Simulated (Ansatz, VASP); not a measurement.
# Cross-check of Ta2NF2 (Ta2NF2 MXene, 2 layers, AB) between VASP and Ansatz

Wanted: the spread between two codes on one cell, functional and k mesh. Of the first pair: The structure shown is the start of the Ansatz relaxation below; VASP solves that cell, so the two are compared at the walk's first step.

Method: plane waves, with VASP 6.6.1 beside it; single point at PBE with D4, in Ansatz 0.2.0.

## Step 1: Set-up

The cell holds 10 atoms: 4 F, 4 Ta and 2 N. Its edges and angles: a = 3.155 Å, b = 3.155 Å, c = 54.760 Å, α = 90.0°, β = 90.0°, γ = 120.0°. Vacuum lies along c.

## Step 2: Ansatz: relaxation, PBE with D4

Ansatz runs on its default PAW (the set named soft_2) files.

The two programs are compared at the cell with which this relaxation starts, whose forces are those of its first step.

Input file input.yaml:

```yaml
crystal:
  lattice:
    - [3.15458, 0.0, 0.0]
    - [-1.57729, 2.7319464183, 0.0]
    - [0.0, 0.0, 54.7604793873]
  atoms:
    - { symbol: F, position: [0.3333333333, 0.6666666667, 0.3917058477] }
    - { symbol: Ta, position: [0.6666666667, 0.3333333333, 0.4107963786], spin: 1.0 }
    - { symbol: "N", position: [0.0, 0.0, 0.4335265161] }
    - { symbol: Ta, position: [0.3333333333, 0.6666666667, 0.4562566535], spin: 1.0 }
    - { symbol: F, position: [0.6666666667, 0.3333333333, 0.4753471844] }
    - { symbol: F, position: [0.6666666667, 0.3333333333, 0.5246528156] }
    - { symbol: Ta, position: [0.0, 0.0, 0.5437433465], spin: -1.0 }
    - { symbol: "N", position: [0.3333333333, 0.6666666667, 0.5664734839] }
    - { symbol: Ta, position: [0.6666666667, 0.3333333333, 0.5892036214], spin: -1.0 }
    - { symbol: F, position: [0.0, 0.0, 0.6082941523] }
  periodic: [true, true, false]
magnetization:
  spin_polarized: true
kpoints:
  mp_grid: { grid: [10, 10, 1] }
hamiltonian:
  xc: pbe
  dispersion: d4
scf:
  occupations: { method: fermi_dirac, width: 0.05 }
  convergence: { dr2_threshold: 1.0e-09 }
relax:
  f_tol: 0.015
  max_steps: 90
  cell: {}
output:
  write_potential: true
  write_density: true
  volumetric_format: npy
```

Command:

```bash
> ansatz run input.yaml --threads 4 --pin off --max-ram 6144MiB --backend cpu --events-out ev --progress --plain --runs-dir out
```

Numbers of over 12 decimals in the logs are rounded to 6 here.

Output:

```text
Warning: relax.cell: scf.convergence.dr2_threshold = 1e-9 eV is looser than the 2.09257309356e-10 eV advised for a relaxation that steers and ends on the stress (1e-10 eV for each atom of the cell: 10, times the square of relax.cell.stress_2d_tol = 0.05 N/m over 21.9 Å (the atoms' height at the walk's start and 5 Å past either face), 2.287e-2 GPa, over a crystal's default 0.05). What an SCF threshold leaves in a stress goes as its square root, and in the free energy as the threshold itself, and one threshold admits the most on a small cell: [figures from the program's tests cut] Set scf.convergence.dr2_threshold to 2.09257309356e-10 eV or tighter. [rest of the remark cut]
Engine: ansatz 0.2.0, aarch64-unknown-linux-gnu
Pseudopotentials: kind: paw
Pseudopotential: F, paw, valence charge 7, recommended cutoff 420 eV (normal), F.paw.azcp
Pseudopotential: Ta, paw, valence charge 13, recommended cutoff 420 eV (normal), Ta.paw.azcp
Pseudopotential: N, paw, valence charge 5, recommended cutoff 420 eV (normal), N.paw.azcp
Functional definition: PBE
  parameter kappa = 0.804
  parameter beta = 0.066725
  exchange = pbe_x(kappa = kappa, mu = beta*pi^2/3)
  correlation = pbe_c(beta = beta)
Crystal: 10 atoms, lattice volume = 471.934 Å³
Basis set: ecut = 420 eV, 9135 PW (Γ), exchange–correlation on 48×48×750 points (8 copies of the dense FFT grid, shifted against one another)
Bands: 57, of which v1, the nominal top of the filled ones, is band 45 counted from 1 (44 counted from 0)
Symmetry: 6 space group operations
Space group: P3m1 (ITA 156), of the structure as read, at distance tolerance 7.8e-5 Å
Magnetic group: BNS 164.87 (UNI 1317), of the structure as read, at distance tolerance 7.8e-5 Å
k-points: 14 of 100 (time reversal used)
Non-local potential: F, projectors of the file, l = 0: 2, l = 1: 2, l = 2: 1
Non-local potential: Ta, projectors of the file, l = 0: 3, l = 1: 2, l = 2: 2, l = 3: 1
Non-local potential: N, projectors of the file, l = 0: 2, l = 1: 2, l = 2: 1
PAW form: soft (Blöchl's): semilocal exchange-correlation on the pseudo side does not see the compensation charge
PAW one-centre angular grid: F, 110 points (default); XC on 64 Gauss nodes
PAW one-centre angular grid: Ta, 590 points (default); XC on 64 Gauss nodes
PAW one-centre angular grid: N, 110 points (default); XC on 64 Gauss nodes
Initial density: superposition of atomic densities (neutral atoms: chi_scale 0, normalization atom)
Starting moments: Σ|m| = 4 μB on 4 of 10 sites
Starting magnetic order: antiferromagnet; an inversion exchanges its spin sublattices: spin-degenerate at every k-point
Initial wavefunctions: pseudopotential atomic-orbital guess
Functional: x = pbe(κ = 0.804, μ = 0.219515), c = pbe(β = 0.066725)
SCF iter   1: F=—  HF=-43738.466511 eV  |F-HF|=—  |Δ(HF+E_count)|=         —  Δρ=3.22e-2 (↑3.22e-2 ↓3.22e-2)  dr2=3.07e1  dr2_m=1.79e-1  M=-0.000 μB ∫|m|=2.092 μB  β_m=0.30  ethr=3.10e-3  ⟨swp⟩=12.6  Hψ=10879  notcnv=0  defer=16
Mixer restart at iter 1: flushing history
preconditioner: auto → LDOS  [metal: Δε(μ)=0.044 eV  Ē_g=11.092 eV  σ=0.050 eV  W_gap=0.22  n_scr=36 (ndim 8)  ℏωp=12.1 eV  f_vac=0.729  D(μ)=7.65/eV (n_scr^D=28)]
spin=Collinear: LDOS preconditioning applied to the charge; magnetization (m = ρ↑ − ρ↓) channel mixes plain (no charge-response kernel on spin).
SCF iter   2: F=—  HF=-43735.511193 eV  |F-HF|=—  |Δ(HF+E_count)|=    2.96e0  Δρ=2.43e-2 (↑2.43e-2 ↓2.43e-2)  dr2=1.82e1  dr2_m=9.54e-2  M=-0.000 μB ∫|m|=2.034 μB  β_m=0.65  ethr=3.10e-3  ⟨swp⟩=3.4  Hψ=3057  notcnv=0  defer=46
SCF iter   3: F=—  HF=-43731.717938 eV  |F-HF|=—  |Δ(HF+E_count)|=    3.79e0  Δρ=5.71e-3 (↑5.68e-3 ↓5.71e-3)  dr2=6.04e-1  dr2_m=1.05e-2  M=-0.001 μB ∫|m|=1.598 μB  β_m=0.71  ethr=3.10e-3  ⟨swp⟩=5.7  Hψ=4677  notcnv=0  defer=48
SCF iter   4: F=—  HF=-43731.785900 eV  |F-HF|=—  |Δ(HF+E_count)|=   6.80e-2  Δρ=1.61e-3 (↑1.61e-3 ↓1.61e-3)  dr2=2.68e-2  dr2_m=3.05e-3  M=-0.001 μB ∫|m|=1.393 μB  β_m=0.77  ethr=6.71e-4  ⟨swp⟩=4.8  Hψ=3455  notcnv=0  defer=38
SCF iter   5: F=—  HF=-43731.813638 eV  |F-HF|=—  |Δ(HF+E_count)|=         —  Δρ=9.36e-4 (↑9.36e-4 ↓9.36e-4)  dr2=2.08e-3  dr2_m=3.56e-3  M=-0.001 μB ∫|m|=1.128 μB  β_m=0.77  ethr=2.98e-5  ⟨swp⟩=4.7  Hψ=4091  notcnv=0  defer=33
[...]
basis re-selected at this cell: Δ(F+E_penalty+E_count) = -2.628e-3 eV, ΔP = +0.022 N/m vs the last step (what re-selecting the basis moved, of the pressure what is left beyond the Pulay correction that the steps carried, after the strain that the cell walked since its last selection, with what the two solves' SCF thresholds leave and, on support functions, any second-order correction that the steps lacked; it is no m [...]
WARN: The output density's exchange-correlation potential varies sharply where the density is thin. Do not read a vacuum level from v_tot or v_xc, or from such a field of the output density. On a cell that repeats whose density bears no net charge and no dipole along the vacuum's axis use v_es (v_loc + v_h of the components); under efield.dipole_correction with no amplitude use v_es + v_field, which holds any externa [...]
SCF converged after 8 iterations
Magnetization: 0.0000 μB (45.0000 up, 45.0000 down)
Absolute magnetization: 0.0000 μB (∫|ρ↑−ρ↓|, with the PAW one-centre terms)
Spin contamination: 0.0000 ħ² per cell (⟨S²⟩ above its minimum at these occupations)
Per-site moments (μB) at R_I (Å): [(2.908683057733947e-9, 0.956545), (9.506037421906367e-8, 0.883151), (-7.82833553988862e-9, 0.883151), (-9.057418735948089e-8, 0.883417), (-1.1475944377090839e-9, 0.955497), (3.722933185189133e-9, 0.955497), (8.531134429257866e-8, 0.883417), (-3.4848848729300595e-10, 0.883151), (-8.562495417684868e-8, 0.883151), (-1.8245560240381655e-9, 0.956545)]
Free energy (F): -43736.091526 eV
Harris-Foulkes:  -43736.091526 eV  (|F-HF|=1.24e-7)
Internal energy: -43736.064984 eV  (E = F + TS)
E sigma→0 (E₀):  -43736.078255 eV
Entropy (-TS):   -0.026542 eV (-2.654 meV/atom)
Fermi energy:    -3.586350 eV
--- Per-component energies (eV) ---
  E_band       = -2318.705055
  E_kinetic    = 2566.361906
  E_local      = -709844.029717  (includes V_loc(G=0)·N_el)
  E_nonlocal   = 445.918522
  E_hartree    = 353325.406530
  E_xc         = -1315.446292
  E_vxc        = -1381.174344  (∫ρ·V_xc dr)
  E_paw        = -34644.870256  (= ΣΔE_a)
  E_vpaw       = -756.606333  (= ΣTr[D̂ρ^β])
  E_aug_tail   = 0.009144  (compensation charges beyond the density's cutoff)
  E_ewald      = 345732.192453
  E_disp       = -1.607273  (pairwise vdW)
  E_smearing   = -0.026542  (= −TS)
  E_closure    = -0.000000  (closes the sum)
  Σ components = -43736.091526   (vs F -43736.091526, Δ=0.00e0)
--- Forces (eV/Å), atoms counted from 1 ---
  atom   1  F      0.00000000    -0.00000000    -0.00011856
  atom   2  Ta     0.00000000     0.00000000     0.00142678
  atom   3  N      0.00000000     0.00000000    -0.00168569
  atom   4  Ta     0.00000000    -0.00000000     0.00046564
  atom   5  F      0.00000000     0.00000000    -0.00029732
  atom   6  F     -0.00000000     0.00000000     0.00029981
  atom   7  Ta     0.00000000     0.00000000    -0.00046311
  atom   8  N      0.00000000    -0.00000000     0.00168542
  atom   9  Ta    -0.00000000     0.00000000    -0.00142651
  atom  10  F     -0.00000000     0.00000000     0.00011943
  max |Σ_I F_I| component: 5.88e-6 eV/Å
--- 2D stress c σ (N/m, compression-positive) ---
        0.019732      -0.000000      -0.000000
        0.000000       0.019732      -0.000000
       -0.000000      -0.000000       0.000000
  P = ½ c Tr σ = 0.0197 N/m
--- Band table (eV; the first three rows and the last of 28) ---
  k-point 0 ↑: bands = [... 41 lower, -6.0186, -6.0184, -6.0184, -4.3741, -4.1760, -3.7534, -3.6296, -2.5165, ... 8 higher]
  k-point 1 ↑: bands = [... 41 lower, -6.2490, -5.8207, -5.8201, -4.1044, -3.9769, -3.3013, -3.2129, -2.7999, ... 8 higher]
  k-point 2 ↑: bands = [... 41 lower, -6.6662, -5.2784, -5.2773, -4.0166, -3.9962, -2.9655, -2.8876, -2.6651, ... 8 higher]
  k-point 13 ↓: bands = [... 41 lower, -5.6569, -5.3970, -5.3887, -4.4762, -4.4574, -1.6683, -1.6488, -1.4814, ... 8 higher]
  the weakly bound empty levels are not read free of the cell's end (no_gap_told)
--- Relaxed structure (10 steps of the walk, 9 accepted, 2 SCFs on fresh bases) ---
  F+E_penalty+E_count = -43736.09152611 eV   max|allowed force component| = 1.686e-3 eV/Å   (the final SCF, on the basis selected at the relaxed cell)
  cell:  # Å, volume = 511.9077 Å³
    - [3.285465, 0, 0]
    - [-1.642733, 2.845296, 0]
    - [0, 0, 54.7604793873]
  atoms:
    - { symbol: F, position: [0.333333, 0.666667, 0.388176] }
    - { symbol: Ta, position: [0.666667, 0.333333, 0.412534] }
    - { symbol: N, position: [-1.776356839519804e-17, -2.2204460492583907e-17, 0.430664] }
    - { symbol: Ta, position: [0.333333, 0.666667, 0.448819] }
    - { symbol: F, position: [0.666667, 0.333333, 0.473096] }
    - { symbol: F, position: [0.666667, 0.333333, 0.526904] }
    - { symbol: Ta, position: [-1.7763568395198042e-17, -2.2204460492583907e-17, 0.551181] }
    - { symbol: N, position: [0.333333, 0.666667, 0.569336] }
    - { symbol: Ta, position: [0.666667, 0.333333, 0.587466] }
    - { symbol: F, position: [-1.776356839519804e-17, -2.2204460492583907e-17, 0.611824] }
```

Reading the cycles: dr2 is the Hartree energy of the density residual (eV), the measure of convergence; HF is the Harris–Foulkes estimate of the energy, which meets the free energy F at convergence.

[end of part 1 of 3]

[Lines on the potential files, build, host, timing and source positions are cut from VASP's logs without a mark.]

[Logs are printed without paths, hosts, clocks, repeated set-up lines and the standing remarks that a program may print on its own settings, such as how far it seeks lower states.]

[Hosts, paths, dates, database ids (printed as entryN), source tags and the programs' standing remarks are cut or masked in the printed files.]
